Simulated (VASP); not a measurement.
Input:

```xyz
3
Lattice="2.9197 0.0000 0.0000 -1.4598 2.5285 0.0000 0.0000 0.0000 4.7100" Properties=species:S:1:pos:R:3 pbc="T T T"
Ti     0.0000     0.0000     0.0000
H      0.0000     1.6857     1.1869
H      1.4598     0.8428     3.5231
```

Level of theory: PBE GGA, VASP's PBE PAW potentials (set 64) (plane waves; VASP 6.6.1). Run with 300 eV cut-off, 13×13×7 Γ-centred mesh, Fermi-Dirac smearing of 0.10 eV, potentials Ti_sv H.

At this cut-off the stress carries a Pulay error, which pulls relaxed volumes low.

Give the force on each atom (eV/Å).

```tsv
atom	Fx	Fy	Fz
Ti1	0.000	0.000	0.000
H2	0.000	0.000	-0.825
H3	0.000	0.000	0.825
```

Give the stress tensor in GPa (positive for a compressed cell).

```
-13.32    0.00    0.00
  0.00  -13.32    0.00
  0.00    0.00   -9.58
```
The pressure is its mean diagonal, -12.07 GPa.

The structure was generated: TiH2 was put into an ordered model structure, which need not be its known phase. The cell was not relaxed at this level.
